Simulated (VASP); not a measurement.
Input:

```
CELL_PARAMETERS angstrom
      3.85286     0.00000     0.00000
     -1.92643     3.33667     0.00000
      0.00000     0.00000     6.43728
ATOMIC_POSITIONS crystal
  Sn 0.33333 0.66667 0.00267
  Sn 0.66667 0.33333 0.50267
  O  0.33333 0.66667 0.37233
  O  0.66667 0.33333 0.87233
```

The numbers are results of PBE GGA, VASP's PBE PAW potentials (set 64) (plane waves; VASP), not measurements. Run with 520 eV cut-off, Gaussian smearing of 0.050 eV, potentials Sn_d O.

Unless said otherwise, spin-orbit coupling is left out, though it shifts the bands of the heavy elements here.

**Question.** What does the run give for the band gap (along the path) with the smallest direct gap where there is one?

**Answer.** 
| Property | Value |
|---|---|
| band gap (along the path) | 0.98 eV |
| smallest direct gap (along the path) | 1.19 eV |

The absolute energy has meaning only against runs of the same code, potentials and settings.

The structure was generated: SnO was put into the wurtzite type (P6_3mc), which need not be its known phase. It was relaxed first, which changed the volume by +56 %.
